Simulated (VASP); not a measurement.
Wanted: the native input for a VASP 6.6.1 run.

| Quantity | Value |
| --- | --- |
| Task | single point |
| Functional | PBE |
| Dispersion | D3(BJ) |
| Potentials or basis | VASP PAW PBE potentials, release 64 (B, F, H) |
| Cutoff | 520 eV |
| k mesh | 1 × 1 × 1 |
| Occupations | fermi-dirac, width 0.05 eV |
| Spin | no spin polarisation |
| Dipole correction | no |
| Further INCAR settings | LREAL = Auto; ALGO = Normal; EDIFF = 1e-07; NBANDS = 86 |

The structure of BH2F3 lies in POSCAR:

```
BH2F3
1.0
    7.9895700000      0.0000000000      0.0000000000
    0.0000000000      7.9895700000      0.0000000000
    0.0000000000      0.0000000000      7.9895700000
B F H
5 15 10
Direct
    0.7011766591      0.5287017950      0.0929461786
    0.4253921050      0.0260840070     -0.0245069509
    0.8996979812      0.3048724775      0.4905145083
    0.6042252587      0.6653799892      0.6506107337
    0.2613782719      0.9067071194      0.4967476347
    0.5809449069      0.6427880349      0.0888157936
    0.8411967102      0.5620202339      0.1651403017
    0.6742790914      0.3760152299      0.0149945491
    0.5711821788     -0.0042680645     -0.1064512859
    0.4291970657      0.1485686964      0.0817941391
    0.3043718248     -0.0862123994     -0.0266347250
    0.9566096799      0.3438107433      0.6387327478
    0.9929695841      0.2252061125      0.3878681831
    0.7410035834      0.3377903942      0.4436534131
    0.7306150394      0.6766071265      0.7543584949
    0.4524523848      0.6306597226      0.6983229385
    0.6515244250      0.6737534060      0.4917035585
    0.4171814003      0.9442685902      0.5463873525
    0.1353389482      0.9628302900      0.5997444168
    0.2262074179      0.7920701615      0.3850895605
   -0.1426860269      0.0125663834     -0.1808858299
   -0.0746222888      0.0601409087     -0.2093980026
    0.2519159354      0.4015860678      0.5917339732
    0.3084896934      0.3258748593      0.5622580439
    0.7673754658      0.9428792789      0.4728915323
    0.7719939872      1.0194415970      0.4124502320
    0.3065496641      0.4469577211      0.2834195082
    0.3818353178      0.4818782488      0.3390545424
    0.0493518425      0.7213905129      1.0511454309
    0.0318915786      0.7213404476      0.9609528423
```

The cell was built by a generator and needn't be a form met in nature.

One way to write it, as run:

INCAR

```
SYSTEM = BH2F3
ALGO = Normal ; EDIFF = 1E-7
ENCUT = 520 ; GGA = PE
ISIF = 2 ; ISMEAR = -1
IVDW = 12 ; LASPH = .TRUE.
LCHARG = .FALSE. ; LREAL = Auto
LWAVE = .FALSE. ; NBANDS = 86
NELM = 100 ; PREC = Accurate
SIGMA = 0.05
```

KPOINTS

```
k-points
0
G
  1 1 1
  0 0 0
```

Potentials or basis: VASP PAW PBE potentials, release 64 (B, F, H).

The run is started by

```console
$ cat potpaw_PBE.64/B/POTCAR potpaw_PBE.64/F/POTCAR potpaw_PBE.64/H/POTCAR > POTCAR
$ mpirun -np 1 vasp_gam > vasp.out
```

Results of the run:

```
Pressure                   : 0.8 GPa
Largest force              : 2.913 eV/Å
Band gap on the k mesh     : 7.51 eV, direct
Dispersion energy per atom : -0.028 eV
```

It took 53 s on 1 thread of Intel(R) Xeon(R) 6975P-C (Granite Rapids) (shared host), peak memory 0.44 GiB.
